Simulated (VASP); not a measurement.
Consider the following.

```xyz
2
Lattice="0.0000 3.3269 3.3269 3.3269 0.0000 3.3269 3.3269 3.3269 0.0000" Properties=species:S:1:pos:R:3 pbc="T T T"
Hg     0.0000     0.0000     0.0000
Te     1.6635     1.6635     1.6635
```

These are PBE GGA, VASP's PBE PAW potentials (set 64) (plane waves; VASP) values and carry that method's errors. Settings: 480 eV cut-off, 10×10×10 Γ-centred mesh, first-order Methfessel-Paxton smearing of 0.10 eV, potentials Hg Te.

Each relaxation starts from this cell; other phases were not tried.

The cell is relaxed at 1 GPa. What happens?

The volume per atom goes from 36.82 to 35.84 Å³ (-2.7 %), and the cell becomes a = b = c = 6.594 Å, α = β = γ = 90.00°, space group F-43m.

The cell is relaxed at 2 GPa. What happens?

The volume per atom goes from 36.82 to 34.99 Å³ (-5.0 %), and the cell becomes a = 6.5413 Å, b = 6.5413 Å, c = 6.5413 Å, α = 90.00°, β = 90.00°, γ = 90.00°, space group F-43m.

Failed runs are left out, and for metals the shear rows, which the mesh's noise covers.

The compound is HgTe in the zinc blende structure.
